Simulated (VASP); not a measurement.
Consider the following.

```yaml
crystal:
  lattice:
    - [0.00000, 3.51021, 3.51021]
    - [3.51021, 0.00000, 3.51021]
    - [3.51021, 3.51021, 0.00000]
  atoms:
    - { symbol: Sr, position: [0.00000, 0.00000, 0.00000] }
    - { symbol: Cl, position: [0.25000, 0.25000, 0.25000] }
    - { symbol: Cl, position: [0.75000, 0.75000, 0.75000] }
```

Method: TPSS meta-GGA, VASP's PBE PAW potentials (set 64) (plane waves; VASP). Settings: 520 eV cut-off, 5×5×5 Γ-centred mesh, Gaussian smearing of 0.050 eV, potentials Sr_sv Cl.

Question: Estimate the energy per atom (σ→0).

Answer: 
| Item | Result |
|---|---|
| energy per atom (σ→0) | -10944 meV/atom |

Total energies compare only between runs with the same potentials, cut-off and functional.

The compound is SrCl2 in the fluorite structure. It was relaxed first. The start is the result of an earlier pass.
